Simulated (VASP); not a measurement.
Input:

```xyz
4
Lattice="4.2812 0.0000 0.0000 0.0000 4.2812 0.0000 0.0000 0.0000 6.0388" Properties=species:S:1:pos:R:3 pbc="T T T"
Cd     2.1406     2.1406     3.0194
Hg     0.0000     0.0000     0.0000
Se     0.0000     2.1406     1.5279
Se     2.1406     0.0000     4.5109
```

Computed with LDA (Ceperley-Alder, Perdew-Zunger), VASP's LDA PAW potentials (set 64) (plane waves; VASP). Settings: 400 eV cut-off, 7×7×5 Γ-centred mesh, first-order Methfessel-Paxton smearing of 0.10 eV, potentials Cd Hg Se.

Unless said otherwise, spin-orbit coupling is left out, though it shifts the bands of the heavy elements here.

Q: Predict the energy per atom (σ→0), band gap (on the k-mesh) with the smallest direct gap where there is one.

A: 
```json
{
  "band gap (on the k-mesh)": "none (metal, semimetal or under 0.01 eV)",
  "energy per atom (σ→0)": "-3.059 eV/atom"
}
```

Total energies compare only between runs with the same potentials, cut-off and functional.

The structure comes from a computed database's CdHgSe2 entry (P-4m2); how it stands against other phases isn't given here. It was relaxed first, which changed the volume by -6 %. The start is the result of an earlier pass.
